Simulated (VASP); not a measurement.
All values below come from PBE GGA, VASP's PBE PAW potentials (set 64) (plane waves; VASP).

Gaps are without spin-orbit coupling.

Task: Order these relaxed crystals by band gap, smallest first: Mg2Si, Fm-3m (225); BeSe, F-43m (216); HgS, P3_221 (154); ZnS, F-43m (216).

Result: Mg2Si, Fm-3m (225) (0.21 eV), HgS, P3_221 (154) (1.76 eV), ZnS, F-43m (216) (2.02 eV), BeSe, F-43m (216) (2.67 eV)
